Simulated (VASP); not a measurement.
Output of a VASP run:

### OSZICAR
```
       N       E                     dE             d eps       ncg     rms          rms(c)
DAV:   1     0.143433110009E+03    0.14343E+03   -0.10725E+04  2360   0.193E+03
DAV:   2    -0.232513354368E+02   -0.16668E+03   -0.16415E+03  2430   0.421E+02
DAV:   3    -0.333578458600E+02   -0.10107E+02   -0.10017E+02  3764   0.115E+02
DAV:   4    -0.336724553412E+02   -0.31461E+00   -0.31326E+00  2980   0.167E+01
DAV:   5    -0.336837170295E+02   -0.11262E-01   -0.11261E-01  3386   0.292E+00    0.160E+01
DAV:   6    -0.289872446314E+02    0.46965E+01   -0.42126E+01  2808   0.106E+02    0.148E+01
DAV:   7    -0.268571283961E+02    0.21301E+01   -0.24719E+01  3554   0.591E+01    0.108E+01
DAV:   8    -0.262593659307E+02    0.59776E+00   -0.56586E+00  3546   0.262E+01    0.209E+00
DAV:   9    -0.262269650800E+02    0.32401E-01   -0.26625E-01  2692   0.566E+00    0.188E+00
DAV:  10    -0.262209878184E+02    0.59773E-02   -0.33522E-01  2972   0.871E+00    0.875E-01
DAV:  11    -0.262270522196E+02   -0.60644E-02   -0.79321E-02  2640   0.402E+00    0.154E-01
DAV:  12    -0.262318836538E+02   -0.48314E-02   -0.12788E-02  2744   0.141E+00    0.133E-01
DAV:  13    -0.262317826168E+02    0.10104E-03   -0.44182E-03  3048   0.747E-01    0.826E-02
DAV:  14    -0.262319062665E+02   -0.12365E-03   -0.38790E-04  2932   0.236E-01    0.412E-02
DAV:  15    -0.262320126733E+02   -0.10641E-03   -0.13489E-04  2846   0.128E-01    0.191E-02
DAV:  16    -0.262320101623E+02    0.25110E-05   -0.68326E-05  3168   0.121E-01    0.276E-02
DAV:  17    -0.262320070174E+02    0.31450E-05   -0.25158E-05  3320   0.659E-02    0.438E-03
DAV:  18    -0.262320074348E+02   -0.41740E-06   -0.68111E-07  2662   0.106E-02    0.354E-03
DAV:  19    -0.262320067915E+02    0.64331E-06   -0.72098E-07  3226   0.106E-02    0.793E-04
DAV:  20    -0.262320073462E+02   -0.55470E-06   -0.29126E-07  2250   0.669E-03    0.571E-04
DAV:  21    -0.262320073753E+02   -0.29180E-07   -0.32322E-08  1254   0.281E-03
   1 F= -.26232007E+02 E0= -.26231305E+02  d E =-.210673E-02
```

**OUTCAR**
```
------------------------ aborting loop because EDIFF is reached ----------------------------------------
  FORCE on cell =-STRESS in cart. coord.  units (eV):
  Direction    XX          YY          ZZ          XY          YZ          ZX
  --------------------------------------------------------------------------------------
  Total       -0.9131672     -0.9131672     -0.9131672     -0.0000000     -0.0000000     -0.0000000
  in kB      -55.5645069    -55.5645069    -55.5645069     -0.0000000     -0.0000000     -0.0000000
  external PRESSURE =     -55.5645069 kB  Pullay stress =       0.0000000 kB
  volume of cell :       26.33
      direct lattice vectors                 reciprocal lattice vectors
     2.975005713  0.000000000  0.000000000     0.336133808  0.000000000  0.000000000
     0.000000000  2.975005713  0.000000000     0.000000000  0.336133808  0.000000000
     0.000000000  0.000000000  2.975005713     0.000000000  0.000000000  0.336133808
 POSITION                                       TOTAL-FORCE (eV/Angst)
 -----------------------------------------------------------------------------------
      0.00000      0.00000      0.00000         0.000000      0.000000      0.000000
      1.48750      1.48750      1.48750         0.000000      0.000000      0.000000
 -----------------------------------------------------------------------------------
    total drift:                                0.000000      0.000000     -0.000000
  FREE ENERGIE OF THE ION-ELECTRON SYSTEM (eV)
  ---------------------------------------------------
  free  energy   TOTEN  =       -26.2320073753 eV

  energy  without entropy=      -26.2299006408  energy(sigma->0) =      -26.23130513
```
(Selected blocks of OUTCAR.)

File POSCAR:
```
TiCo
1
    2.9750057129     0.0000000000     0.0000000000
    0.0000000000     2.9750057129     0.0000000000
    0.0000000000     0.0000000000     2.9750057129
Ti Co
1 1
Direct
  0.0000000000   0.0000000000   0.0000000000
  0.5000000000   0.5000000000   0.5000000000
```

Problem. Reconstruct the remaining input files.

Solution. This is not unique; one that fits is the input of the run itself, r2SCAN+rVV10, plane waves, VASP's PBE PAW potentials (set 64).

INCAR:
```
SYSTEM = TiCo
PREC = Accurate
ENCUT = 520
EDIFF = 1E-7
NELM = 100
ALGO = Normal
LREAL = .FALSE.
LASPH = .TRUE.
ISMEAR = 1
SIGMA = 0.1
METAGGA = R2SCAN
LUSE_VDW = .TRUE.
BPARAM = 11.95
CPARAM = 0.0093
LMIXTAU = .TRUE.
LMAXMIX = 4
LWAVE = .FALSE.
LCHARG = .FALSE.
ISIF = 2
```

File KPOINTS:
```
Automatic mesh
0
Gamma
12 12 12
0 0 0
```

POTCAR, in this order: Ti_sv Co (PBE.64 set). Program: vasp_std.

The compound is TiCo in the CsCl type structure. This cell is one point of a volume scan, at 1.03 of the reference volume. The run is not spin-polarised, so no magnetic state was tried. The electron count is odd and the run is not spin-polarised, which forces a metal.
